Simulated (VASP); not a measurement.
OSZICAR of a VASP run on Ge (diamond):

### OSZICAR
```
       N       E                     dE             d eps       ncg     rms          rms(c)
DAV:   1     0.159496034096E+03    0.15950E+03   -0.15464E+04  2678   0.420E+03
DAV:   2     0.112120607754E+02   -0.14828E+03   -0.14663E+03  2600   0.528E+02
DAV:   3    -0.848119345912E+01   -0.19693E+02   -0.19519E+02  2892   0.146E+02
DAV:   4    -0.909641172059E+01   -0.61522E+00   -0.61368E+00  2972   0.290E+01
DAV:   5    -0.910707724640E+01   -0.10666E-01   -0.10664E-01  2938   0.394E+00    0.312E+00
DAV:   6    -0.905524776933E+01    0.51829E-01   -0.22057E-02  2790   0.166E+00    0.186E+00
DAV:   7    -0.902444415549E+01    0.30804E-01   -0.55045E-02  2728   0.235E+00    0.157E-01
DAV:   8    -0.902619727667E+01   -0.17531E-02   -0.69430E-03  2972   0.129E+00    0.598E-02
DAV:   9    -0.902619108662E+01    0.61901E-05   -0.24243E-04  3342   0.310E-01    0.194E-02
DAV:  10    -0.902621938061E+01   -0.28294E-04   -0.11640E-04  2916   0.176E-01    0.600E-03
DAV:  11    -0.902622072396E+01   -0.13434E-05   -0.12323E-05  3182   0.672E-02    0.193E-03
DAV:  12    -0.902622097481E+01   -0.25085E-06   -0.71958E-07  2788   0.121E-02    0.174E-04
DAV:  13    -0.902622092436E+01    0.50445E-07   -0.30130E-08  1662   0.258E-03
   1 F= -.96075789E+01 E0= -.96075789E+01  d E =0.000000E+00
```

Problem. Which electronic solver shows in the log?

Solution. It is blocked Davidson (ALGO = Normal, or the opening steps of other solvers). The INCAR had ALGO = Normal.

Problem. Can the final energy be trusted as converged?

Solution. Self-consistency was reached. It stopped with EDIFF = 1E-7, NELM = 100 (PBE GGA with D3 dispersion (Becke-Johnson damping), plane waves, VASP's PBE PAW potentials (set 64)).

The compound is Ge in the diamond structure. It was relaxed first.
